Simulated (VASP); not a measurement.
An input for Ansatz (written as the equivalent of a VASP run, and not itself run):

Ansatz 0.2 input:
```yaml
crystal:
  lattice:
    - [0.0000000, 2.6786025, 2.6786025]
    - [2.6786025, 0.0000000, 2.6786025]
    - [2.6786025, 2.6786025, 0.0000000]
  atoms:
    - { symbol: Ca, position: [0.0000000, 0.0000000, 0.0000000] }
    - { symbol: S, position: [0.2500000, 0.2500000, 0.2500000] }
kpoints:
  mp_grid: { grid: [9, 9, 9] }
hamiltonian:
  xc: pbesol
  pseudopotentials: { kind: paw }
scf:
  occupations: { method: gaussian, width: 0.05 }
  max_iter: 100
relax:
  max_steps: 40
  f_tol: 0.02
  cell: { p_target: 45 }
output: { forces: true, stress: true, eigenvalues: true }
```

**Question.** Translate this input to VASP (INCAR, KPOINTS, POSCAR, choice of POTCAR).

**Answer.** One answer among several that fit: 
**INCAR**
```
ALGO = Normal
EDIFF = 1E-6
EDIFFG = -0.02
ENCUT = 500
GGA = PS
IBRION = 2
ISIF = 3
ISMEAR = 0
LASPH = .True.
LCHARG = .False.
LREAL = .False.
LWAVE = .False.
NELM = 100
NSW = 40
PREC = Accurate
PSTRESS = 450
SIGMA = 0.05
SYSTEM = CaS
```

### KPOINTS
```
Automatic mesh
0
Gamma
9 9 9
0 0 0
```

POSCAR:
```
CaS
1
   -0.0000000000     2.6786025091     2.6786025091
    2.6786025091    -0.0000000000     2.6786025091
    2.6786025091     2.6786025091     0.0000000000
Ca S
1 1
Direct
  0.0000000000   0.0000000000   0.0000000000
  0.2500000000   0.2500000000   0.2500000000
```

POTCAR, in this order: Ca_sv S (PBE.64 set). Program: vasp_std.

What does not carry over: each code has its own PAW files, so the cut-off isn't converted (ENCUT is set for VASP's; basis.ecutwfc is left out, and Ansatz then takes the one that its files recommend); Ansatz stops its SCF on the density residual and VASP on the energy change (EDIFF).

The structure was generated: CaS was put into the zinc blende type (F-43m), which need not be its known phase. It was relaxed first under an external pressure of 45 GPa.
